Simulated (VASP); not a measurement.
SiO2 (rutile) is relaxed at rising pressure, each step from the one before. Symmetry mostly holds the structure type, and other phases were not tried. The mesh follows the cell, and a change of mesh leaves a small step in the series.

```yaml
crystal:
  lattice:
    - [4.23114, 0.00000, 0.00000]
    - [0.00000, 4.23114, 0.00000]
    - [0.00000, 0.00000, 2.69205]
  atoms:
    - { symbol: Si, position: [0.00000, 0.00000, 0.00000] }
    - { symbol: Si, position: [0.50000, 0.50000, 0.50000] }
    - { symbol: O, position: [0.30681, 0.30681, 0.00000] }
    - { symbol: O, position: [0.80681, 0.19319, 0.50000] }
    - { symbol: O, position: [0.19319, 0.80681, 0.50000] }
    - { symbol: O, position: [0.69319, 0.69319, 0.00000] }
```

These are PBE GGA, VASP's PBE PAW potentials (set 64) (plane waves; VASP 6.6.1) values and carry that method's errors. Numerical set-up: 620 eV cut-off, 5×5×8 Γ-centred mesh, Gaussian smearing of 0.050 eV, potentials Si O.

| P (GPa) | V (Å³/atom) | H − H(0) (eV/atom) | space group | gap on the mesh (eV) | k-mesh |
|---|---|---|---|---|---|
| 0 | 8.03 | 0.000 | P4_2/mnm | 5.04 | 5×5×8 |
| 5 | … | … | P4_2/mnm | 5.31 | 5×5×8 |
| 10 | 7.76 | 0.494 | P4_2/mnm | 5.56 | 5×5×8 |
| 20 | 7.54 | 0.972 | P4_2/mnm | 6.04 | 6×6×8 |
| 30 | … | … | P4_2/mnm | 6.49 | 6×6×8 |
| 45 | 7.09 | 2.113 | P4_2/mnm | 6.82 | 6×6×8 |

Question: What belongs in the gaps?

Answer: 
- 5, V (Å³/atom): 7.89
- 5, H − H(0) (eV/atom): 0.249
- 30, V (Å³/atom): 7.34
- 30, H − H(0) (eV/atom): 1.437

Pressures at which the relaxation failed are left out.

The compound is SiO2 in the rutile structure, stishovite, a high-pressure form.
